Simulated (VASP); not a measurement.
A VASP calculation is set up with these files.

**INCAR**
```
# general
SYSTEM   =  RuAl
PREC     =  Accurate
ENCUT    =  500
LREAL    =  .FALSE.   # projection in real space or not
LASPH    =  .TRUE.

# electronic loop
EDIFF    =  1E-6
NELM     =  100   # most electronic steps
ALGO     =  Normal   # blocked Davidson
LMAXMIX  =  4

# smearing
ISMEAR   =  1
SIGMA    =  0.1

# ions
IBRION   =  2
NSW      =  40   # most ionic steps
ISIF     =  3
EDIFFG   =  -0.02
PSTRESS  =  300   # kbar

# output
LWAVE    =  .FALSE.
LCHARG   =  .FALSE.
```

**POSCAR**
```
RuAl
1
    2.8843626478     0.0000000000     0.0000000000
    0.0000000000     2.8843626478     0.0000000000
    0.0000000000     0.0000000000     2.8843626478
Al Ru
1 1
Direct
  0.5000000000   0.5000000000   0.5000000000
  0.0000000000   0.0000000000   0.0000000000
```

**KPOINTS**
```
Automatic
0
Gamma
  13 13 13
```

POTCAR, in this order: Al Ru_pv (LDA.64 set). Program: vasp_std.

Problem. Write an equivalent input for Ansatz.

Solution. One equivalent input (not run):
Ansatz 0.2 input:
```yaml
crystal:
  lattice:
    - [2.8843626, 0.0000000, 0.0000000]
    - [0.0000000, 2.8843626, 0.0000000]
    - [0.0000000, 0.0000000, 2.8843626]
  atoms:
    - { symbol: Al, position: [0.5000000, 0.5000000, 0.5000000] }
    - { symbol: Ru, position: [0.0000000, 0.0000000, 0.0000000] }
kpoints:
  mp_grid: { grid: [13, 13, 13] }
hamiltonian:
  xc: lda
  pseudopotentials: { kind: paw }
scf:
  occupations: { method: methfessel_paxton, width: 0.1 }
  max_iter: 100
relax:
  max_steps: 40
  f_tol: 0.02
  cell: { p_target: 30 }
output: { forces: true, stress: true, eigenvalues: true }
```
The two are equivalent in intent, not identical: each code has its own PAW files, so the cut-off isn't converted (ENCUT is set for VASP's; basis.ecutwfc is left out, and Ansatz then takes the one that its files recommend); Ansatz stops its SCF on the density residual and VASP on the energy change (EDIFF); Ansatz's lda is the Perdew-Wang form, while the LDA potentials of VASP carry Perdew-Zunger's.

The compound is RuAl in the CsCl type structure. This run relaxes it under an external pressure of 30 GPa. Symmetry was kept, so distortions that lower it aren't found.
